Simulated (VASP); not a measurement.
Computed with PBE GGA, VASP's PBE PAW potentials (set 64) (plane waves; VASP).

The input files of a VASP run:

POSCAR:
```
Ni3Si
1
    3.5332220000     0.0000000000     0.0000000000
    0.0000000000     3.4466040000     0.0000000000
    0.0000000000     0.0000000000     3.5558220000
Si Ni
1 3
Direct
  0.0000000000   0.0000000000   0.0000000000
  0.0000000000   0.5000000000   0.5000000000
  0.5000000000   0.0000000000   0.5000000000
  0.5058990000   0.5000000000   0.0000000000
```

INCAR:
```
# general
SYSTEM  = Ni3Si
PREC    = Accurate
ENCUT   = 400
LREAL   = F
LASPH   = T
ISYM    = 1

# electronic loop
EDIFF   = 1E-6
NELM    = 100
ALGO    = Normal
LMAXMIX = 4

# smearing
ISMEAR  = 1
SIGMA   = 0.1

# functional
GGA     = PE

# ions
ISIF    = 2

# output
LWAVE   = F
LCHARG  = F
```

### KPOINTS
```
Automatic mesh
0
Gamma
8 8 8
0 0 0
```

POTCAR, in this order: Si Ni (PBE.64 set). Program: vasp_std.

Q: Predict the energy per atom (σ→0), pressure, largest force, band gap (on the k-mesh).

A: 
```json
{
  "energy per atom (σ→0)": "-5.917 eV/atom",
  "band gap (on the k-mesh)": "none (metal, semimetal or under 0.01 eV)",
  "pressure": "-1.20 GPa",
  "largest_force": "0.168 eV/Å"
}
```

File OSZICAR:
```
...
DAV:  10    -0.236702540744E+02    0.29585E-01   -0.63148E-02  7100   0.829E+00    0.480E-01
DAV:  11    -0.236693902958E+02    0.86378E-03   -0.97519E-03  7767   0.170E+00    0.309E-01
DAV:  12    -0.236689221718E+02    0.46812E-03   -0.23087E-03  7155   0.166E+00    0.151E-01
DAV:  13    -0.236688456311E+02    0.76541E-04   -0.42181E-04  7133   0.588E-01    0.396E-02
DAV:  14    -0.236688390543E+02    0.65768E-05   -0.68593E-05  6070   0.117E-01    0.177E-02
DAV:  15    -0.236688343534E+02    0.47009E-05   -0.93033E-06  6197   0.573E-02    0.696E-03
DAV:  16    -0.236688342330E+02    0.12040E-06   -0.10544E-06  3038   0.160E-02
   1 F= -.23668834E+02 E0= -.23669139E+02  d E =0.913851E-03
```

The compound is Ni3Si in the L1_2 structure. The cell was not relaxed at this level, atoms are displaced from their ideal sites. The run is one of a series of settings (ISYM = 1 against the base run), some of them coarse on purpose. The run is not spin-polarised, so no magnetic state was tried.
